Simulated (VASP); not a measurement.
Level of theory: PBEsol GGA, VASP's PBE PAW potentials (set 64) (plane waves; VASP).

VASP ran on this input.

### KPOINTS
```
Regular mesh
0
gamma
11 11 7
```

**POSCAR**
```
Mg
1.0
  3.1720200000   0.0000000000   0.0000000000
 -1.5860100000   2.7470500000   0.0000000000
  0.0000000000   0.0000000000   5.1412000000
Mg
2
Direct
  0.3401290000   0.6713730000   0.2486100000
  0.6598710000   0.3286270000   0.7513900000
```

**INCAR**
```
SYSTEM=Mg
PREC=Accurate; ENCUT=420; LREAL=.False.
LASPH=.True.
EDIFF=1E-09; NELM=100; ALGO=Normal
ISMEAR=1; SIGMA=0.1
GGA=PS
ISIF=2
LWAVE=.False.; LCHARG=.False.
```

POTCAR, in this order: Mg (PBE.64 set). Program: vasp_std.

Gaps are read on the run's mesh, which can miss a band edge.

Question: Estimate the energy per atom (σ→0), band gap (on the k-mesh).

Answer: 
The energy per atom (σ→0) comes out as -1.727 eV/atom and the band gap (on the k-mesh) is none (metal, semimetal or under 0.01 eV).

OSZICAR:
```
...
DAV:   8    -0.345513105343E+01    0.30394E-05   -0.56389E-05  7440   0.434E-02    0.106E-02
DAV:   9    -0.345513060595E+01    0.44748E-06   -0.25126E-06  6162   0.116E-02    0.268E-03
DAV:  10    -0.345513125972E+01   -0.65377E-06   -0.20815E-07  7464   0.218E-03    0.256E-04
DAV:  11    -0.345513122839E+01    0.31333E-07   -0.74637E-09  6012   0.711E-04    0.685E-05
DAV:  12    -0.345513121586E+01    0.12530E-07   -0.67379E-11  4122   0.751E-05    0.851E-06
DAV:  13    -0.345513121455E+01    0.13043E-08   -0.42477E-12  3420   0.155E-05    0.294E-06
DAV:  14    -0.345513121452E+01    0.27626E-10   -0.58395E-13  3312   0.654E-06
   1 F= -.34551312E+01 E0= -.34546972E+01  d E =-.130200E-02
```

The structure comes from a computed database's Mg entry; how it stands against other phases isn't given here. The cell was not relaxed at this level, atoms are displaced from their ideal sites. The run is one of a series of settings (EDIFF = 1E-09, ENCUT = 420, KPOINTS 11×11×7 Γ-centred mesh against the base run), some of them coarse on purpose.
